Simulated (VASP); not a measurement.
Input:

```xyz
5
Lattice="6.2591 0.0000 0.0000 0.0000 6.2591 0.0000 0.0000 0.0000 6.2591" Properties=species:S:1:pos:R:3 pbc="T T T"
Cs     0.0000     0.0000     0.0000
Sn     3.1295     3.1295     3.1295
I      3.1295     0.0000     3.1295
I      0.0000     3.1295     3.1295
I      3.1295     3.1295     0.0000
```

These are RPBE GGA, VASP's PBE PAW potentials (set 64) (plane waves; VASP) values and carry that method's errors. Run with 520 eV cut-off, 4×4×4 Γ-centred mesh, Gaussian smearing of 0.050 eV, potentials Cs_sv Sn_d I.

Unless said otherwise, spin-orbit coupling is left out, though it shifts the bands of the heavy elements here.

Predict the energy per atom (σ→0), pressure, band gap (on the k-mesh) with the smallest direct gap where there is one.

* **band gap (on the k-mesh)**: 0.44 eV
* **smallest direct gap (on the k-mesh)**: 0.44 eV
* **energy per atom (σ→0)**: -2.570 eV/atom
* **pressure**: 1.39 GPa

Total energies compare only between runs with the same potentials, cut-off and functional.

The compound is CsSnI3 in the cubic perovskite structure, the ideal cubic form; the compound distorts at low or room temperature. This cell is one point of a volume scan, at 0.94 of the reference volume.
